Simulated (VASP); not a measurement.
Consider the following.

```yaml
crystal:
  lattice:
    - [4.80563, 0.00000, 0.00000]
    - [0.00000, 4.80563, 0.00000]
    - [0.00000, 0.00000, 4.80563]
  atoms:
    - { symbol: Ag, position: [0.75000, 0.25000, 0.75000] }
    - { symbol: Ag, position: [0.25000, 0.75000, 0.75000] }
    - { symbol: Ag, position: [0.75000, 0.75000, 0.25000] }
    - { symbol: Ag, position: [0.25000, 0.25000, 0.25000] }
    - { symbol: O, position: [0.00000, 0.00000, 0.00000] }
    - { symbol: O, position: [0.50000, 0.50000, 0.50000] }
```

Method: PW91 GGA, VASP's PBE PAW potentials (set 64) (plane waves; VASP). Numerical set-up: 520 eV cut-off, 7×7×7 Γ-centred mesh, tetrahedra with Blöchl corrections, potentials Ag O.

The cores are frozen, which limits the accuracy of field gradients.

Give the principal components of the electric field gradient (V/Å²) and the asymmetry η at each nucleus.

```tsv
atom	Vxx	Vyy	Vzz	η
Ag1	81.0	81.0	-162.0	0.00
Ag2	81.0	81.0	-162.0	0.00
Ag3	81.0	81.0	-162.0	0.00
Ag4	81.0	81.0	-162.0	0.00
O5	0.0	0.0	0.0	-
O6	0.0	0.0	0.0	-
```

The compound is Ag2O in the cuprite structure. It was relaxed first.
